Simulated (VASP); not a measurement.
Level of theory: AM05 GGA, VASP's PBE PAW potentials (set 64) (plane waves; VASP).

VASP ran on this input.

**KPOINTS**
```
Automatic mesh
0
Gamma
6 6 3
0 0 0
```

INCAR:
```
SYSTEM=MgI2
PREC=Accurate; ENCUT=520; LREAL=.FALSE.
LASPH=.TRUE.
EDIFF=1E-7; NELM=100; ALGO=Normal
LMAXMIX=4
ISMEAR=0; SIGMA=0.05
GGA=AM
IBRION=2; NSW=30; ISIF=4
EDIFFG=-0.01
LWAVE=.FALSE.; LCHARG=.FALSE.
```

POSCAR:
```
MgI2
1
    2.0819178604    -3.6059870829     0.0000000000
    2.0819178604     3.6059870829     0.0000000000
    0.0000000000     0.0000000000     8.7397742493
Mg I
1 2
Direct
  0.0000000000   1.0000000000   0.0000000000
  0.3333330000   0.6666670000   0.1900677463
  0.6666670000   0.3333330000   0.8099322537
```

POTCAR, in this order: Mg I (PBE.64 set). Program: vasp_std.

Output of the run:

File OSZICAR:
```
       N       E                     dE             d eps       ncg     rms          rms(c)
DAV:   1     0.904022833847E+02    0.90402E+02   -0.56768E+03   408   0.102E+03
DAV:   2    -0.308252025215E+00   -0.90711E+02   -0.84556E+02   636   0.156E+02
DAV:   3    -0.781595587753E+01   -0.75077E+01   -0.74842E+01   516   0.534E+01
DAV:   4    -0.799762145796E+01   -0.18167E+00   -0.18156E+00   552   0.102E+01
DAV:   5    -0.800135641542E+01   -0.37350E-02   -0.37346E-02   520   0.158E+00    0.394E+00
DAV:   6    -0.785491436923E+01    0.14644E+00   -0.16827E-01   432   0.223E+00    0.260E+00
DAV:   7    -0.782295871771E+01    0.31956E-01   -0.15816E-01   452   0.220E+00    0.701E-01
DAV:   8    -0.782099309397E+01    0.19656E-02   -0.11721E-02   476   0.650E-01    0.271E-01
DAV:   9    -0.782115812807E+01   -0.16503E-03   -0.10304E-03   512   0.256E-01    0.970E-02
DAV:  10    -0.782114548353E+01    0.12645E-04   -0.39767E-05   504   0.521E-02    0.363E-02
DAV:  11    -0.782116964239E+01   -0.24159E-04   -0.32169E-05   448   0.392E-02    0.249E-02
DAV:  12    -0.782117315451E+01   -0.35121E-05   -0.21201E-06   524   0.105E-02    0.159E-02
DAV:  13    -0.782117580813E+01   -0.26536E-05   -0.24939E-06   456   0.112E-02    0.184E-02
DAV:  14    -0.782117543176E+01    0.37638E-06   -0.21377E-07   412   0.305E-03    0.871E-03
DAV:  15    -0.782117529830E+01    0.13346E-06   -0.65252E-08   324   0.153E-03    0.422E-03
DAV:  16    -0.782117522198E+01    0.76319E-07   -0.38389E-08   304   0.139E-03
   1 F= -.78211752E+01 E0= -.78211752E+01  d E =-.782118E+01
```

**OUTCAR**
```
------------------------ aborting loop because EDIFF is reached ----------------------------------------
  FORCE on cell =-STRESS in cart. coord.  units (eV):
  Direction    XX          YY          ZZ          XY          YZ          ZX
  --------------------------------------------------------------------------------------
  Total        0.0055835      0.0055835      0.0454204      0.0000000      0.0000000     -0.0000000
  in kB        0.0681705      0.0681705      0.5545542      0.0000000      0.0000000     -0.0000000
  external PRESSURE =       0.2302984 kB  Pullay stress =       0.0000000 kB
  volume of cell :      131.23
      direct lattice vectors                 reciprocal lattice vectors
     2.081917860 -3.605987083  0.000000000     0.240163173 -0.138658289  0.000000000
     2.081917860  3.605987083  0.000000000     0.240163173  0.138658289  0.000000000
     0.000000000  0.000000000  8.739774249     0.000000000  0.000000000  0.114419431
 POSITION                                       TOTAL-FORCE (eV/Angst)
 -----------------------------------------------------------------------------------
      0.00000      0.00000      0.00000         0.000000      0.000000      0.000000
      2.08192      1.20200      1.66115        -0.000000     -0.000000     -0.001403
      2.08192     -1.20200      7.07863         0.000000      0.000000      0.001403
 -----------------------------------------------------------------------------------
    total drift:                               -0.000000     -0.000000      0.000000
  FREE ENERGIE OF THE ION-ELECTRON SYSTEM (eV)
  ---------------------------------------------------
  free  energy   TOTEN  =        -7.8211752220 eV

  energy  without entropy=       -7.8211752220  energy(sigma->0) =       -7.82117522

 reached required accuracy - stopping structural energy minimisation
```
(Selected blocks of OUTCAR.)

Without a dispersion term in the relaxation, distances and binding between the weakly bound layers, chains or molecules are unreliable, and so is what depends on them.

The compound is MgI2 in the 1T layered structure. It was relaxed first, which changed the volume by +28 %.
